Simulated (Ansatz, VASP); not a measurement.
## CaAl2Si6O16 (glassy CaAl2Si6O16) in two plane-wave programs

Aim: how closely do two programs agree when they are given the same cell, functional and k mesh? Of the first pair: The structure shown is the start of the Ansatz relaxation below; VASP solves that cell, so the two are compared at the walk's first step.

Main program and level: Ansatz 0.2.0; plane waves, with VASP 6.6.1 beside it; single point at PBE.

### 1. Set-up

The cell holds 175 atoms: 14 Al, 7 Ca, 112 O and 42 Si. Cell: a = 13.220 Å, b = 13.220 Å, c = 13.220 Å, α = 90.0°, β = 90.0°, γ = 90.0°. As first built, before any earlier steps moved the atoms (in the runner's words): 175 atoms (14 Al, 7 Ca, 112 O, 42 Si) placed at random at 2.61 g/cm^3, melted at 4500 K for 20 ps at fixed volume with the Morse and Coulomb pair potential with partial charges (Pedone, Malavasi, Menziani, Cormack and Segre, J. Phys. Chem. B 110, 11780 (2006)). Quenched from 4500 K to 300 K at 20 K/ps and fixed volume, held 5 ps. The cell carries charge +1.

### 2. Ansatz: relaxation, PBE

Ansatz runs on its default PAW (the set named soft_2) files.

The two programs are compared at the cell with which this relaxation starts, whose forces are those of its first step.

The input, input.yaml:

```yaml
crystal:
  lattice:
    - [13.2196, 0.0, 0.0]
    - [0.0, 13.2196, 0.0]
    - [0.0, 0.0, 13.2196]
  atoms:
    - { symbol: Al, position: [0.14077, 0.13497, 0.79391] }
    - { symbol: Al, position: [0.9994, 0.30074, 0.16499] }
    - { symbol: Al, position: [0.82458, 0.14125, 0.11428] }
    - { symbol: Al, position: [0.58654, 0.58669, 0.65532] }
    - { symbol: Al, position: [0.84875, 0.7678, 0.06227] }
    - { symbol: Al, position: [0.27286, 0.19754, 0.98226] }
    - { symbol: Al, position: [0.36575, 0.05144, 0.83656] }
    - { symbol: Al, position: [0.10679, 0.38363, 0.00799] }
    - { symbol: Al, position: [0.27616, 0.8439, 0.48744] }
    - { symbol: Al, position: [0.84639, 0.94843, 0.93313] }
    - { symbol: Al, position: [0.97896, 0.46271, 0.385] }
    - { symbol: Al, position: [0.05067, 0.70369, 0.13476] }
    - { symbol: Al, position: [0.17364, 0.15039, 0.36282] }
    - { symbol: Al, position: [0.9175, 0.41312, 0.62893] }
    - { symbol: Ca, position: [0.27952, 0.84062, 0.93916] }
    - { symbol: Ca, position: [0.78938, 0.77602, 0.54928] }
    - { symbol: Ca, position: [0.37663, 0.58761, 0.46051] }
    - { symbol: Ca, position: [0.81741, 0.72268, 0.2943] }
    - { symbol: Ca, position: [0.14014, 0.03393, 0.57169] }
    - { symbol: Ca, position: [0.49284, 0.59829, 0.9962] }
    - { symbol: Ca, position: [0.3157, 0.41248, 0.89582] }
    - { symbol: O, position: [0.39958, 0.18171, 0.54831] }
    - { symbol: O, position: [0.93089, 0.5044, 0.97481] }
    - { symbol: O, position: [0.3272, 0.92855, 0.79472] }
    - { symbol: O, position: [0.56367, 0.2154, 0.22786] }
    - { symbol: O, position: [0.7134, 0.63663, 0.6415] }
    - { symbol: O, position: [0.85839, 0.26982, 0.16117] }
    - { symbol: O, position: [0.69946, 0.3582, 0.8232] }
    - { symbol: O, position: [0.70108, 0.69875, 0.42194] }
    - { symbol: O, position: [0.01173, 0.61906, 0.82038] }
[... 139 atom lines left out ...]
    - { symbol: Si, position: [0.04182, 0.93285, 0.81621] }
    - { symbol: Si, position: [0.48252, 0.2815, 0.29049] }
    - { symbol: Si, position: [0.01303, 0.70537, 0.73413] }
    - { symbol: Si, position: [0.39068, 0.66255, 0.78426] }
    - { symbol: Si, position: [0.82706, 0.52303, 0.04055] }
    - { symbol: Si, position: [0.38172, 0.12668, 0.43995] }
total_charge: 1
kpoints:
  mp_grid: { grid: [1, 1, 1] }
hamiltonian:
  xc: pbe
scf:
  occupations: { method: fermi_dirac, width: 0.01 }
  lower_state_search: "off"
output:
  forces: true
magnetization:
  spin_polarized: true
  initial_magnetization: 1
relax:
  f_tol: 0.05
  max_steps: 90
```

Run with:

```
ansatz run input.yaml --threads 4 --pin off --max-ram 15872MiB --backend cpu --events-out ev --progress --plain --runs-dir out
```

Numbers of over 12 decimals in the logs are rounded to 6 here.

The program printed:

```text
Engine: ansatz 0.2.0, aarch64-unknown-linux-gnu
Pseudopotentials: kind: paw
Pseudopotential: Al, paw, valence charge 3, recommended cutoff 420 eV (normal), Al.paw.azcp
Pseudopotential: Ca, paw, valence charge 10, recommended cutoff 420 eV (normal), Ca.paw.azcp
Pseudopotential: O, paw, valence charge 6, recommended cutoff 420 eV (normal), O.paw.azcp
Pseudopotential: Si, paw, valence charge 4, recommended cutoff 420 eV (normal), Si.paw.azcp
Functional definition: PBE
  parameter kappa = 0.804
  parameter beta = 0.066725
  exchange = pbe_x(kappa = kappa, mu = beta*pi^2/3)
  correlation = pbe_c(beta = beta)
Crystal: 175 atoms, lattice volume = 2310.229 Å³
Basis set: ecut = 420 eV, 45025 PW (Γ), exchange–correlation on 180×180×180 points (8 copies of the dense FFT grid, shifted against one another)
Bands: 651, of which v1, the nominal top of the filled ones, is band 476 counted from 1 (475 counted from 0)
Symmetry: 1 space group operations
Space group: P1 (ITA 1), of the structure as read, at distance tolerance 1.3e-4 Å
Magnetic group: BNS 1.1 (UNI 1), of the structure as read, at distance tolerance 1.3e-4 Å
k-points: 1
Non-local potential: Al, projectors of the file, l = 0: 2, l = 1: 2, l = 2: 1
Non-local potential: Ca, projectors of the file, l = 0: 3, l = 1: 2, l = 2: 2
Non-local potential: O, projectors of the file, l = 0: 2, l = 1: 2, l = 2: 1
Non-local potential: Si, projectors of the file, l = 0: 2, l = 1: 2, l = 2: 2
PAW form: soft (Blöchl's): semilocal exchange-correlation on the pseudo side does not see the compensation charge
PAW one-centre angular grid: Al, 110 points (default); XC on 64 Gauss nodes
PAW one-centre angular grid: Ca, 110 points (default); XC on 64 Gauss nodes
PAW one-centre angular grid: O, 110 points (default); XC on 64 Gauss nodes
PAW one-centre angular grid: Si, 110 points (default); XC on 64 Gauss nodes
Initial density: superposition of atomic densities (chi_scale 0.1, normalization cell, long waves 23 % of neutral atoms scaled as one to the charged cell's electrons (reshape's long-wave potential 1.23 eV rms, cloud 2.42 Å wide))
Starting moments: Σ|m| = 1 μB on 175 of 175 sites
Initial wavefunctions: pseudopotential atomic-orbital guess
Functional: x = pbe(κ = 0.804, μ = 0.219515), c = pbe(β = 0.066725)
SCF iter   1: F=—  HF=-110820.280593 eV  |F-HF|=—  |Δ(HF+E_count)|=         —  Δρ=5.74e-2 (↑5.74e-2 ↓5.73e-2)  dr2=3.47e2  dr2_m=1.98e-1  M=1.000 μB ∫|m|=1.045 μB  β_m=1.00  ethr=3.10e-3  ⟨swp⟩=7.0  Hψ=6292  notcnv=0  defer=286
preconditioner: auto → Resta (q_TF=auto, 2.353 Å⁻¹)  ε∞=3.3  [insulator: Δε(μ)=0.041 eV  Ē_g=15.187 eV  σ=0.010 eV  W_gap=0.77  n_scr=484 (ndim 8)  ℏωp=23.1 eV  f_vac=0.040  D(μ)=20.06/eV (n_scr^D=80)  ε∞_Penn≈3.3]
spin=Collinear: Resta preconditioning applied to the charge; magnetization (m = ρ↑ − ρ↓) channel mixes plain (no charge-response kernel on spin).
SCF iter   2: F=—  HF=-110740.913680 eV  |F-HF|=—  |Δ(HF+E_count)|=         —  Δρ=2.84e-2 (↑2.84e-2 ↓2.84e-2)  dr2=1.06e2  dr2_m=3.48e-2  M=1.000 μB ∫|m|=1.086 μB  β_m=0.30  ethr=3.10e-3  ⟨swp⟩=3.0  Hψ=2462  notcnv=0  defer=342
Mixer restart at iter 2: flushing history
SCF iter   3: F=—  HF=-110721.567663 eV  |F-HF|=—  |Δ(HF+E_count)|=    1.93e1  Δρ=2.02e-2 (↑1.89e-2 ↓2.02e-2)  dr2=4.66e1  dr2_m=1.67e-1  M=0.250 μB ∫|m|=0.435 μB  β_m=0.30  ethr=3.10e-3  ⟨swp⟩=6.0  Hψ=3428  notcnv=0  defer=338
SCF iter   4: F=—  HF=-110712.507808 eV  |F-HF|=—  |Δ(HF+E_count)|=    9.06e0  Δρ=1.36e-2 (↑1.18e-2 ↓1.36e-2)  dr2=1.45e1  dr2_m=1.11e-1  M=1.000 μB ∫|m|=1.081 μB  β_m=0.30  ethr=3.10e-3  ⟨swp⟩=5.0  Hψ=3460  notcnv=0  defer=336
SCF iter   5: F=—  HF=-110711.136700 eV  |F-HF|=—  |Δ(HF+E_count)|=    1.37e0  Δρ=1.03e-2 (↑9.25e-3 ↓1.03e-2)  dr2=8.44e0  dr2_m=1.27e-1  M=0.109 μB ∫|m|=0.291 μB  β_m=0.30  ethr=1.53e-3  ⟨swp⟩=4.0  Hψ=2986  notcnv=0  defer=342
SCF iter   6: F=—  HF=-110710.938517 eV  |F-HF|=—  |Δ(HF+E_count)|=   1.98e-1  Δρ=7.52e-3 (↑7.09e-3 ↓7.52e-3)  dr2=5.61e0  dr2_m=6.57e-2  M=0.030 μB ∫|m|=0.181 μB  β_m=0.30  ethr=8.87e-4  ⟨swp⟩=4.0  Hψ=1678  notcnv=0  defer=342
SCF iter   7: F=—  HF=-110710.771337 eV  |F-HF|=—  |Δ(HF+E_count)|=   1.67e-1  Δρ=5.69e-3 (↑5.30e-3 ↓5.69e-3)  dr2=3.79e0  dr2_m=3.71e-2  M=0.077 μB ∫|m|=0.193 μB  β_m=0.30  ethr=5.90e-4  ⟨swp⟩=2.0  Hψ=2196  notcnv=0  defer=342
SCF iter   8: F=—  HF=-110710.672236 eV  |F-HF|=—  |Δ(HF+E_count)|=   9.91e-2  Δρ=6.33e-3 (↑5.89e-3 ↓6.33e-3)  dr2=5.42e0  dr2_m=2.09e-2  M=0.052 μB ∫|m|=0.146 μB  β_m=0.30  ethr=3.99e-4  ⟨swp⟩=4.0  Hψ=1675  notcnv=0  defer=342
SCF iter   9: F=—  HF=-110710.652187 eV  |F-HF|=—  |Δ(HF+E_count)|=   2.00e-2  Δρ=4.73e-3 (↑4.33e-3 ↓4.73e-3)  dr2=3.16e0  dr2_m=1.21e-2  M=0.064 μB ∫|m|=0.143 μB  β_m=0.30  ethr=3.99e-4  ⟨swp⟩=3.5  Hψ=1582  notcnv=0  defer=340
[...]
- { symbol: O, position: [0.540578, 0.265408, 0.652588] }
    - { symbol: O, position: [0.661910, 0.810856, 0.778453] }
    - { symbol: O, position: [0.894184, 0.066874, 0.383139] }
    - { symbol: O, position: [0.692113, 0.024509, 0.446291] }
    - { symbol: O, position: [0.562784, 0.705387, 0.146847] }
    - { symbol: O, position: [0.452915, 0.553906, 0.184468] }
    - { symbol: O, position: [0.740832, 0.134928, 0.594468] }
    - { symbol: O, position: [0.238836, 0.134164, 0.089489] }
    - { symbol: O, position: [0.870709, 0.042173, 0.189747] }
    - { symbol: O, position: [0.947514, 0.587302, 0.342535] }
    - { symbol: O, position: [0.298595, 0.910587, 0.599865] }
    - { symbol: O, position: [0.816475, 0.304987, 0.664843] }
    - { symbol: O, position: [0.743076, 0.449676, 0.995748] }
    - { symbol: O, position: [0.732065, 0.016311, 0.933101] }
    - { symbol: O, position: [0.103678, 0.910190, 0.925282] }
    - { symbol: O, position: [0.501374, 0.644587, 0.739109] }
    - { symbol: O, position: [0.927337, 0.740098, 0.168119] }
    - { symbol: O, position: [0.739299, 0.162572, 0.793204] }
    - { symbol: O, position: [0.539303, 0.612258, 0.530040] }
    - { symbol: O, position: [0.122300, 0.495075, 0.939110] }
    - { symbol: O, position: [0.028017, 0.362812, 0.677752] }
    - { symbol: O, position: [0.109802, 0.680193, 0.662082] }
    - { symbol: O, position: [0.642294, 0.030621, 0.252710] }
    - { symbol: O, position: [0.857589, 0.503020, 0.706712] }
[...]
- { symbol: O, position: [0.111739, 0.010302, 0.749508] }
    - { symbol: O, position: [0.076684, 0.019169, 0.090510] }
    - { symbol: O, position: [0.897145, 0.699300, 0.682530] }
    - { symbol: O, position: [0.929343, 0.974735, 0.835140] }
    - { symbol: O, position: [0.580424, 0.336125, 0.982319] }
    - { symbol: O, position: [0.626302, 0.731545, 0.963218] }
    - { symbol: O, position: [0.112142, 0.821284, 0.102885] }
    - { symbol: O, position: [0.890004, 0.136729, 0.998508] }
    - { symbol: Si, position: [0.378330, 0.456068, 0.156914] }
    - { symbol: Si, position: [0.665584, 0.087157, 0.859209] }
    - { symbol: Si, position: [0.507060, 0.263335, 0.914615] }
    - { symbol: Si, position: [0.115819, 0.867328, 0.329640] }
    - { symbol: Si, position: [0.296642, 0.477555, 0.677453] }
    - { symbol: Si, position: [0.712410, 0.748332, 0.873142] }
    - { symbol: Si, position: [0.679754, 0.959931, 0.342787] }
    - { symbol: Si, position: [0.808605, 0.612260, 0.717653] }
    - { symbol: Si, position: [0.623090, 0.790414, 0.075684] }
    - { symbol: Si, position: [0.897875, 0.984753, 0.292410] }
    - { symbol: Si, position: [0.365185, 0.868082, 0.694310] }
    - { symbol: Si, position: [0.477985, 0.159287, 0.639899] }
    - { symbol: Si, position: [0.053294, 0.910173, 0.042930] }
    - { symbol: Si, position: [0.479461, 0.664245, 0.229002] }
    - { symbol: Si, position: [0.786969, 0.241709, 0.557189] }
    - { symbol: Si, position: [0.651366, 0.419380, 0.921332] }
    - { symbol: Si, position: [0.137858, 0.322673, 0.646703] }
    - { symbol: Si, position: [0.667578, 0.041776, 0.563930] }
    - { symbol: Si, position: [0.141116, 0.102441, 0.155465] }
    - { symbol: Si, position: [0.605139, 0.904293, 0.720528] }
    - { symbol: Si, position: [0.600232, 0.113050, 0.170441] }
    - { symbol: Si, position: [0.210036, 0.378042, 0.414022] }
    - { symbol: Si, position: [0.466897, 0.917009, 0.379180] }
    - { symbol: Si, position: [0.167560, 0.642394, 0.562242] }
[...]
- { symbol: Si, position: [0.829958, 0.373028, 0.226007] }
    - { symbol: Si, position: [0.147452, 0.489351, 0.221665] }
    - { symbol: Si, position: [0.041550, 0.932980, 0.815716] }
    - { symbol: Si, position: [0.482636, 0.281056, 0.289899] }
    - { symbol: Si, position: [0.012869, 0.705466, 0.733957] }
    - { symbol: Si, position: [0.390231, 0.663097, 0.783948] }
    - { symbol: Si, position: [0.828667, 0.523213, 0.041867] }
    - { symbol: Si, position: [0.383190, 0.126663, 0.439819] }
```

In the SCF lines HF is the Harris–Foulkes energy and dr2 the Hartree energy of the density residual, in eV; the loop may stop once dr2 is under the threshold and the program's other checks hold. Hψ counts applications of the Hamiltonian.

### 3. VASP: single point, PBE, start cell, pair 1

The same cell, functional, mesh and smearing now go to VASP, with its own data sets.

Lines of VASP's logs that name or quote its potential files are left out, and so is its time.

The input, INCAR:

```
SYSTEM = CaAl2Si6O16
PREC = Accurate
ENCUT = 520
EDIFF = 1E-06
NELM = 200
ISMEAR = -1
SIGMA = 0.01
LREAL = Auto
ALGO = Normal
GGA = PE
NELECT = 951
NBANDS = 598
ISPIN = 2
MAGMOM = -0 0 -0 0 -0 0 -0 -0 0 -0 -0 -0 -0 -0 0 -0 0 -0 -0 -0 0 0 0 0 0 0 0 0 0 0 0 0.04 0 0 0 0 0 0 0 0 0 0 0 0 0 0 0 0 0 0 0 0 0 0 0 0 0 0.01 0 0 0 0.01 0 0 0.01 0 0 0 0 0 0.03 0 0 0 0 0.01 0.01 0 0 0 0.02 0 0 0 0.08 0 0 0 0 0 0 0 0 0.02 0 0 0 0 0 0 0 0 0.02 0 0 0 0 -0 0 0 0.03 0 0.25 0 0 0 0 0 0 0.1 0 0 0 0.03 0.01 0 0 0 0 0.02 0 0.01 0 0 -0 -0 -0 -0 -0 -0 0 -0 -0 -0 0 -0 -0 0 -0 -0 0 -0 0 -0 -0 -0 0 -0 -0 -0 -0 0 0 -0 -0 -0 -0 0 -0 -0 -0 -0 0 -0 -0
LORBIT = 11
LWAVE = .FALSE.
LCHARG = .FALSE.
ISIF = 2
LASPH = .TRUE.
GGA_COMPAT = .FALSE.
```

The input, POSCAR:

```
CaAl2Si6O16
1.0
   13.2196000000      0.0000000000      0.0000000000
    0.0000000000     13.2196000000      0.0000000000
    0.0000000000      0.0000000000     13.2196000000
Al Ca O Si
14 7 112 42
Direct
    0.1407682532      0.1349662622      0.7939120700
    0.9994024025      0.3007428364      0.1649898635
    0.8245786559      0.1412523828      0.1142772852
    0.5865381706      0.5866894611      0.6553224001
    0.8487473146      0.7677993283      0.0622711731
    0.2728599958      0.1975400163      0.9822611879
    0.3657523677      0.0514387727      0.8365608642
    0.1067884051      0.3836273412      0.0079881388
    0.2761581288      0.8438984538      0.4874428878
    0.8463871827      0.9484326303      0.9331295954
    0.9789630549      0.4627068898      0.3849965203
    0.0506671911      0.7036899755      0.1347620200
    0.1736436806      0.1503903295      0.3628173318
    0.9175012860      0.4131214258      0.6289297709
    0.2795167781      0.8406230143      0.9391585222
    0.7893809192      0.7760219674      0.5492828830
    0.3766301552      0.5876123332      0.4605131774
    0.8174074859      0.7226769342      0.2942978608
    0.1401403976      0.0339268964      0.5716890072
    0.4928363944      0.5982934431      0.9962026082
    0.3156979031      0.4124784411      0.8958213562
    0.3995809253      0.1817074647      0.5483070592
    0.9308904959      0.5044025538      0.9748101304
    0.3272035462      0.9285530576      0.7947214742
    0.5636706103      0.2153998608      0.2278586341
    0.7134028261      0.6366304578      0.6415020122
    0.8583920845      0.2698190566      0.1611697782
    0.6994614058      0.3582029713      0.8232019123
    0.7010802142      0.6987503404      0.4219416624
    0.0117325789      0.6190580653      0.8203803443
[... 139 atom lines left out ...]
    0.0418166964      0.9328497080      0.8162122908
    0.4825183818      0.2814986838      0.2904929045
    0.0130336773      0.7053693001      0.7341296257
    0.3906774789      0.6625465218      0.7842597355
    0.8270598203      0.5230264153      0.0405534207
    0.3817210808      0.1266831069      0.4399527974
```

The input, KPOINTS:

```
Automatic mesh
0
Gamma
1 1 1
0 0 0
```

The projector-augmented-wave data sets are Al, Ca_sv, O and Si (PBE family, release 64).

Run with:

```
export OMP_NUM_THREADS=3
mpirun -np 1 vasp_gam
```

The program printed:

```text
[banner, memory and clock lines left out]
running    1 mpi-ranks, on    1 nodes
[...]
Offloading initialized ...    1 GPUs detected
[...]
LDA part: xc-table for (Slater+PW92), standard interpolation
 POSCAR, INCAR and KPOINTS ok, starting setup
[...]
entering main loop
       N       E                     dE             d eps       ncg     rms          rms(c)
DAV:   1     0.943444936956E+04    0.94344E+04   -0.56144E+05  2400   0.158E+03
DAV:   2    -0.609803372508E+03   -0.10044E+05   -0.97026E+04  2932   0.400E+02
DAV:   3    -0.149618829930E+04   -0.88638E+03   -0.87993E+03  2824   0.129E+02
DAV:   4    -0.152052824975E+04   -0.24340E+02   -0.24230E+02  2904   0.219E+01
DAV:   5    -0.152255052679E+04   -0.20223E+01   -0.20208E+01  4200   0.407E+00BRMIX: very serious problems
 the old and the new charge density differ
 old charge density:   952.00000 new  951.00000
    0.101E+02
DAV:   6    -0.133705811917E+04    0.18549E+03   -0.83509E+02  2760   0.367E+01    0.455E+01
DAV:   7    -0.133865675949E+04   -0.15986E+01   -0.60990E+01  3144   0.959E+00    0.202E+01
DAV:   8    -0.133784844899E+04    0.80831E+00   -0.16123E+01  3432   0.640E+00    0.122E+01
DAV:   9    -0.133751834172E+04    0.33011E+00   -0.12801E+01  3296   0.341E+00    0.694E+00
[...]
DAV:  50    -0.133750821896E+04   -0.31343E-05   -0.36747E-06  2008   0.401E-03    0.525E-02
DAV:  51    -0.133750821485E+04    0.41088E-05   -0.46264E-06  1880   0.260E-03    0.305E-02
DAV:  52    -0.133750821531E+04   -0.46362E-06   -0.26881E-06  1744   0.201E-03
   1 F= -.13375082E+04 E0= -.13374993E+04  d E =-.177674E-01  mag=    -0.8141
```

OUTCAR, selected parts (step 3):

```text
 magnetization (x)
# of ion       s       p       d       tot
------------------------------------------
    1        0.000   0.000   0.000   0.000
    2       -0.000  -0.000   0.000  -0.000
    3        0.000   0.000   0.000   0.000
    4       -0.000  -0.000   0.000  -0.000
    5        0.000   0.001   0.000   0.001
    6       -0.000  -0.000   0.000  -0.000
    7        0.000   0.000   0.000   0.000
    8        0.000   0.000   0.000   0.000
    9        0.000  -0.000   0.000  -0.000
   10        0.000  -0.000   0.000   0.000
   11        0.000   0.000   0.000   0.000
   12        0.000   0.001   0.000   0.001
   13        0.001   0.001   0.000   0.001
[...]
--------------------------------------------------
tot         -0.005  -0.656   0.001  -0.659

[... 2 further parts left out ...]
[key lines of the parts left out:]
E-fermi :   1.6914
```

The run ends at a pressure of -0.06 GPa, with forces up to 1.5 eV/Å.

### 4. Side by side

Known differences besides the potentials themselves: VASP starts from the moments at which Ansatz ended; the cutoff is 420 eV in Ansatz and 520 eV in VASP (PREC = Accurate, projectors in real space). Total energies have different zeros and are not compared.

Forces on 8 of the 175 atoms, those with the largest forces and the largest differences (eV/Å; atoms numbered as in POSCAR):

| atom | Ansatz x, y, z | VASP x, y, z |
| --- | --- | --- |
| Ca19 | 0.652, -0.103, 0.186 | 0.718, -0.122, 0.213 |
| O94 | 0.427, -0.349, -0.001 | 0.466, -0.369, -0.017 |
| O104 | -0.067, 0.071, -0.016 | -0.108, 0.149, -0.045 |
| O113 | -0.183, -0.336, 0.293 | -0.215, -0.409, 0.370 |
| Si148 | -0.512, 0.169, 0.181 | -0.555, 0.216, 0.213 |
| Si149 | 0.404, -0.623, -0.056 | 0.380, -0.576, -0.075 |
| Si152 | -0.077, 0.111, -0.499 | -0.106, 0.095, -0.544 |
| Si160 | -0.468, 1.002, -0.888 | -0.509, 1.092, -0.949 |

The forces differ by 26 meV/Å r.m.s., which is 18.6 % of the r.m.s. force of 0.141 eV/Å (both taken over all components). VASP's last cycles still show a density residual of 3e-03, so its state may not be settled. Moments aren't recorded for both runs of this pair, so they may hold unlike magnetic states. The cell carries a charge of +1 e against a uniform background, so its pressure also hangs on how the neutralising background is counted, and in a defect's cell a gap may be the spacing between its levels.

### 5. Ansatz: relaxation, PBE

This run makes the geometry at which the two programs are then compared.

The structure compared here is the end of the Ansatz relaxation.

input.yaml is that of step 2.

Run with:

```
ansatz run input.yaml --threads 4 --pin off --max-ram 15872MiB --backend cpu --events-out ev --progress --plain --runs-dir out
```

The program printed:

```text
[...]
Crystal: 175 atoms, lattice volume = 2310.229 Å³
Basis set: ecut = 420 eV, 45025 PW (Γ), exchange–correlation on 180×180×180 points (8 copies of the dense FFT grid, shifted against one another)
Bands: 651, of which v1, the nominal top of the filled ones, is band 476 counted from 1 (475 counted from 0)
Symmetry: 1 space group operations
[...]
k-points: 1
[...]
Starting moments: Σ|m| = 1 μB on 175 of 175 sites
[...]
- { symbol: Si, position: [0.507060, 0.263335, 0.914615] }
    - { symbol: Si, position: [0.115819, 0.867328, 0.329640] }
    - { symbol: Si, position: [0.296642, 0.477555, 0.677453] }
    - { symbol: Si, position: [0.712410, 0.748332, 0.873142] }
    - { symbol: Si, position: [0.679754, 0.959931, 0.342787] }
    - { symbol: Si, position: [0.808605, 0.612260, 0.717653] }
[...]
- { symbol: Si, position: [0.012869, 0.705466, 0.733957] }
    - { symbol: Si, position: [0.390231, 0.663097, 0.783948] }
    - { symbol: Si, position: [0.828667, 0.523213, 0.041867] }
    - { symbol: Si, position: [0.383190, 0.126663, 0.439819] }
```

(Part 1 of 2 ends here.)

[Lines on the potential files, build, host, timing and source positions are cut from VASP's logs without a mark.]

[Logs are printed without paths, hosts, clocks, repeated set-up lines and the standing remarks that a program may print on its own settings, such as how far it seeks lower states.]

[Hosts, paths, dates, database ids (printed as entryN), source tags and the programs' standing remarks are cut or masked in the printed files.]
